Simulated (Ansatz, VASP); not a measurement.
# Te2Mo in two plane-wave programs, part 2 of 2

One calculation is typed for both programs; each brings its own data sets. How far apart do they land? The structure shown is the start of the Ansatz relaxation below; VASP solves that cell, so the two are compared at the walk's first step.

VASP 6.6.1 and Ansatz 0.2.0.

So far. Step 4 (Differences): The forces differ by 9.2 meV/Å r.m.s., which is 6.2 % of the r.m.s. force of 0.149 eV/Å (both taken over all components).

## (7) VASP: single point, PBE with D3(BJ), start cell, pair 2

Level of this step: PBE with D3(BJ), no spin polarisation; plane waves and PAW (Mo_sv, Te) (VASP).

The same cell, functional, mesh and smearing now go to VASP, with its own data sets.

INCAR

```
SYSTEM = Te2Mo
PREC = Accurate
ENCUT = 400
EDIFF = 1E-06
NELM = 120
ISMEAR = 0
SIGMA = 0.02
LREAL = .FALSE.
ALGO = Normal
GGA = PE
IVDW = 12
NBANDS = 32
LASPH = .TRUE.
LORBIT = 11
LWAVE = .FALSE.
LCHARG = .FALSE.
ISIF = 2
GGA_COMPAT = .FALSE.
EFERMI = MIDGAP
KPAR = 2
```

POSCAR

```
Te2Mo
1.0
    3.4376950000      0.0000000000      0.0000000000
   -1.7188470000      2.9771310000      0.0000000000
    0.0000000000      0.0000000000     13.3245540000
Mo Te
2 4
Direct
    0.3333332364      0.6666666667      0.2500000375
    0.6666664727      0.3333333333      0.7500000375
    0.3333332364      0.6666666667      0.6142409720
    0.6666664727      0.3333333333      0.1142408969
    0.3333332364      0.6666666667      0.8857591031
    0.6666664727      0.3333333333      0.3857591031
```

KPOINTS

```
Automatic mesh
0
Gamma
9 9 2
0 0 0
```

Potentials, in the order of the species: Mo_sv and Te (PBE family, release 64).

Run with:

```console
$ mpirun -np 2 vasp_std
```

Numbers of over 12 decimals in the logs are rounded to 6 here.

Output:

```text
[... set-up lines as in an earlier step ...]
 entering main loop
       N       E                     dE             d eps       ncg     rms          rms(c)
DAV:   1     0.344443271015E+03    0.34444E+03   -0.24317E+04  1840   0.120E+03
DAV:   2    -0.183187695019E+02   -0.36276E+03   -0.35344E+03  1976   0.313E+02
DAV:   3    -0.363652811876E+02   -0.18047E+02   -0.17846E+02  1888   0.602E+01
DAV:   4    -0.367579121808E+02   -0.39263E+00   -0.39114E+00  1864   0.926E+00
[...]
DAV:  15    -0.355907858449E+02    0.19787E-05   -0.17694E-06  1224   0.717E-03    0.412E-02
DAV:  16    -0.355907841238E+02    0.17211E-05   -0.36670E-06  1344   0.861E-03    0.179E-02
DAV:  17    -0.355907838472E+02    0.27666E-06   -0.44121E-07   936   0.331E-03
   1 F= -.39127408E+02 E0= -.39127408E+02  d E =-.102018E-58
```

Parts of OUTCAR (step 7):

```text
 Edisp (eV)   -3.53662

  Total       3.66675     3.66675     4.34867     0.00000    -0.00000     0.00000
  in kB      43.07981    43.07980    51.09159     0.00001    -0.00000     0.00000
  external pressure =       45.75 kB  Pullay stress =        0.00 kB

 POSITION                                       TOTAL-FORCE (eV/Angst)
 -----------------------------------------------------------------------------------
      0.00000      1.98475      3.33114        -0.000000     -0.000000      0.000000
      1.71885      0.99238      9.99342        -0.000000      0.000000      0.000000
      0.00000      1.98475      8.18449         0.000000     -0.000000     -0.309014
      1.71885      0.99238      1.52221         0.000000      0.000000     -0.309014
      0.00000      1.98475     11.80235         0.000000     -0.000000      0.309014
      1.71885      0.99238      5.14007         0.000000      0.000000      0.309014
 -----------------------------------------------------------------------------------
    total drift:                                0.002072      0.000188     -0.001256

  FREE ENERGIE OF THE ION-ELECTRON SYSTEM (eV)
  ---------------------------------------------------
  free  energy   TOTEN  =       -39.1274075370 eV

  energy  without entropy=      -39.1274075370  energy(sigma->0) =      -39.12740754

[... 1 part as in an earlier step ...]

[... 2 further parts left out ...]
[key lines of the parts left out:]
E-fermi :   9.8797
```

The run ends at a pressure of 4.58 GPa, with forces up to 0.31 eV/Å.

## (8) Differences

What differs besides the data sets and the points named for the pairs above, as far as they apply: the data sets hold 92 valence electrons in Ansatz (on its PAW soft_1 files) and 52 in VASP. Total energies have different zeros and are not compared.

Forces (eV/Å; atoms numbered as in POSCAR):

| atom | Ansatz x, y, z | VASP x, y, z |
| --- | --- | --- |
| Mo1 | 0.000, 0.000, 0.000 | 0.000, 0.000, 0.000 |
| Mo2 | 0.000, 0.000, 0.000 | 0.000, 0.000, 0.000 |
| Te3 | 0.000, 0.000, -0.290 | 0.000, 0.000, -0.309 |
| Te4 | 0.000, 0.000, -0.290 | 0.000, 0.000, -0.309 |
| Te5 | 0.000, 0.000, 0.290 | 0.000, 0.000, 0.309 |
| Te6 | 0.000, 0.000, 0.290 | 0.000, 0.000, 0.309 |

The forces differ by 8.8 meV/Å r.m.s., which is 6.0 % of the r.m.s. force of 0.146 eV/Å (both taken over all components).

## (9) Other set-ups

Further runs change the set-up of one program: Ansatz's method, potentials or start, or VASP's data sets, cutoff or form of LDA. The table gives that difference for each run.

| run | r.m.s. force difference (meV/Å) |
| --- | --- |
| as above | 8.8 |
| VASP with a cutoff of 500 eV (perhaps on Ansatz's relaxed cell) | 7.7 |

## (10) Ansatz: relaxation, PBE with D3(BJ)

The two programs are compared at the cell with which this relaxation starts, whose forces are those of its first step. The cell compared in this pair holds 142.17 Å³, against 136.37 Å³ for the pair before.

The structure compared here is the start of the Ansatz relaxation; VASP solves that cell, so the two are compared at the walk's first step.

input.yaml

```yaml
crystal:
  lattice:
    - [3.4732370929, 0.0, 0.0]
    - [-1.7366185464, 3.0079115558, 0.0]
    - [0.0, 0.0, 13.6087015639]
  atoms:
    - { symbol: Mo, position: [0.3333333333, 0.6666666667, 0.25] }
    - { symbol: Mo, position: [0.6666666667, 0.3333333333, 0.75] }
    - { symbol: Te, position: [0.3333333333, 0.6666666667, 0.6173756653] }
    - { symbol: Te, position: [0.6666666667, 0.3333333333, 0.1173756653] }
    - { symbol: Te, position: [0.3333333333, 0.6666666667, 0.8826243347] }
    - { symbol: Te, position: [0.6666666667, 0.3333333333, 0.3826243347] }
kpoints:
  mp_grid: { grid: [9, 9, 2] }
hamiltonian:
  xc: pbe
  dispersion: d3bj
  pseudopotentials: { kind: paw, azcp: { folder: soft_1 } }
scf:
  occupations: { method: gaussian, width: 0.02 }
output:
  forces: true
  stress: true
  eigenvalues: true
relax:
  adjacent_minimum: "off"
  f_tol: 0.001
  max_steps: 60
  cell: { stress_tol: 0.01, fix: [volume] }
```

Run with:

```console
$ ansatz run input.yaml --threads 4 --pin off --max-ram 16384MiB --backend cpu --events-out ev --progress --plain --runs-dir out
```

Output:

```text
[...]
Crystal: 6 atoms, lattice volume = 142.173 Å³
Basis set: ecut = 420 eV, 2775 PW (Γ), exchange–correlation on 48×48×192 points (8 copies of the dense FFT grid, shifted against one another)
Bands: 56, of which v1, the nominal top of the filled ones, is band 46 counted from 1 (45 counted from 0)
Symmetry: 24 space group operations
[...]
k-points: 24 of 162
[...]
- [3.480291, -2.8926163440788776e-11, 0.0]
    - [-1.740146, 3.014021, 0.0]
    - [0.0, 0.0, 13.553591]
  atoms:
    - { symbol: Mo, position: [0.333333, 0.666667, 0.250000] }
    - { symbol: Mo, position: [0.666667, 0.333333, 0.75] }
    - { symbol: Te, position: [0.333333, 0.666667, 0.615776] }
    - { symbol: Te, position: [0.666667, 0.333333, 0.115776] }
    - { symbol: Te, position: [0.333333, 0.666667, 0.884224] }
    - { symbol: Te, position: [0.666667, 0.333333, 0.384224] }
[key lines of the parts left out:]
SCF converged after 9 iterations
Free energy (F): -37837.082432 eV
Fermi energy:    13.781993 eV
P = ⅓ Tr σ = 0.9971 GPa (9.971 kbar)
```

## (11) VASP: single point, PBE with D3(BJ), start cell, pair 3

The same cell, functional, mesh and smearing now go to VASP, with its own data sets.

INCAR is that of step 7.

POSCAR

```
Te2Mo
1.0
    3.4732370000      0.0000000000      0.0000000000
   -1.7366190000      3.0079120000      0.0000000000
    0.0000000000      0.0000000000     13.6087020000
Mo Te
2 4
Direct
    0.3333333185      0.6666664450      0.2499999633
    0.6666668032      0.3333332225      0.7499999633
    0.3333333185      0.6666664450      0.6173756322
    0.6666668032      0.3333332225      0.1173756322
    0.3333333185      0.6666664450      0.8826242944
    0.6666668032      0.3333332225      0.3826242944
```

KPOINTS is that of step 7.

Run with:

```console
$ mpirun -np 2 vasp_std
```

Output:

```text
[... set-up lines as in an earlier step ...]
 entering main loop
       N       E                     dE             d eps       ncg     rms          rms(c)
DAV:   1     0.339327764186E+03    0.33933E+03   -0.24456E+04  1840   0.120E+03
DAV:   2    -0.177129388710E+02   -0.35704E+03   -0.34787E+03  1888   0.308E+02
DAV:   3    -0.365902694420E+02   -0.18877E+02   -0.18671E+02  1952   0.604E+01
DAV:   4    -0.370116922979E+02   -0.42142E+00   -0.42035E+00  1832   0.914E+00
[...]
DAV:  15    -0.358150572745E+02    0.13062E-05   -0.12504E-06  1168   0.574E-03    0.317E-02
DAV:  16    -0.358150558893E+02    0.13852E-05   -0.29893E-06  1312   0.804E-03    0.115E-02
DAV:  17    -0.358150557342E+02    0.15506E-06   -0.31220E-07   936   0.270E-03
   1 F= -.39206700E+02 E0= -.39206700E+02  d E =-.545539-118
```

OUTCAR, selected parts (step 11):

```text
 Edisp (eV)   -3.39164

  Total       1.59376     1.59376     2.19799    -0.00000     0.00000     0.00000
  in kB      17.96042    17.96043    24.76968    -0.00000     0.00000     0.00000
  external pressure =       20.23 kB  Pullay stress =        0.00 kB

 POSITION                                       TOTAL-FORCE (eV/Angst)
 -----------------------------------------------------------------------------------
      0.00000      2.00527      3.40218         0.000000     -0.000000      0.000000
      1.73662      1.00264     10.20653        -0.000000      0.000000      0.000000
      0.00000      2.00527      8.40168         0.000000      0.000000     -0.298047
      1.73662      1.00264      1.59733        -0.000000     -0.000000     -0.298047
      0.00000      2.00527     12.01137         0.000000     -0.000000      0.298047
      1.73662      1.00264      5.20702        -0.000000     -0.000000      0.298047
 -----------------------------------------------------------------------------------
    total drift:                               -0.001908      0.001754      0.001159

  FREE ENERGIE OF THE ION-ELECTRON SYSTEM (eV)
  ---------------------------------------------------
  free  energy   TOTEN  =       -39.2066998882 eV

  energy  without entropy=      -39.2066998882  energy(sigma->0) =      -39.20669989

[... 1 part as in an earlier step ...]

[... 2 further parts left out ...]
[key lines of the parts left out:]
E-fermi :   9.2453
```

The run ends at a pressure of 2.02 GPa, with forces up to 0.30 eV/Å.

## (12) Differences

What differs besides the data sets and the points named for the pairs above, as far as they apply: the data sets hold 92 valence electrons in Ansatz (on its PAW soft_1 files) and 52 in VASP. Total energies have different zeros and are not compared.

Forces (eV/Å; atoms numbered as in POSCAR):

| atom | Ansatz x, y, z | VASP x, y, z |
| --- | --- | --- |
| Mo1 | 0.000, 0.000, 0.000 | 0.000, 0.000, 0.000 |
| Mo2 | 0.000, 0.000, 0.000 | 0.000, 0.000, 0.000 |
| Te3 | 0.000, 0.000, -0.279 | 0.000, 0.000, -0.298 |
| Te4 | 0.000, 0.000, -0.279 | 0.000, 0.000, -0.298 |
| Te5 | 0.000, 0.000, 0.279 | 0.000, 0.000, 0.298 |
| Te6 | 0.000, 0.000, 0.279 | 0.000, 0.000, 0.298 |

The forces differ by 8.8 meV/Å r.m.s., which is 6.3 % of the r.m.s. force of 0.141 eV/Å (both taken over all components).

## (13) Further runs

Further runs change the set-up of one program: Ansatz's method, potentials or start, or VASP's data sets, cutoff or form of LDA. The table gives that difference for each run.

| run | r.m.s. force difference (meV/Å) |
| --- | --- |
| as above | 8.8 |
| VASP with a cutoff of 500 eV (perhaps on Ansatz's relaxed cell) | 7.8 |

## (14) Summary of results

| Property | Result |
| --- | --- |
| r.m.s. force difference (single point, PBE with D3(BJ), start cell, pair 1) | 9.2 meV/Å |
| r.m.s. force difference (single point, PBE with D3(BJ), start cell, pair 2) | 8.8 meV/Å |
| r.m.s. force difference (single point, PBE with D3(BJ), start cell, pair 3) | 8.8 meV/Å |

What this shows: The r.m.s. force difference is 9.2 meV/Å (single point, PBE with D3(BJ), start cell, pair 1), within the 12 meV/Å picked in this series as the mark of a large difference. The data sets hold unlike numbers of valence electrons (92 in Ansatz and 52 in VASP), so part of the differences comes from the potentials. 9 further runs of this series are not shown here. How closely two codes agree says nothing of how well the functional describes the real material.

[Lines on the potential files, build, host, timing and source positions are cut from VASP's logs without a mark.]

[Logs are printed without paths, hosts, clocks, repeated set-up lines and the standing remarks that a program may print on its own settings, such as how far it seeks lower states.]

[Hosts, paths, dates, database ids (printed as entryN), source tags and the programs' standing remarks are cut or masked in the printed files.]

[Rows of further runs with another cutoff or data set may stand on the cell that Ansatz relaxed, not on the start cell of the pair above them.]
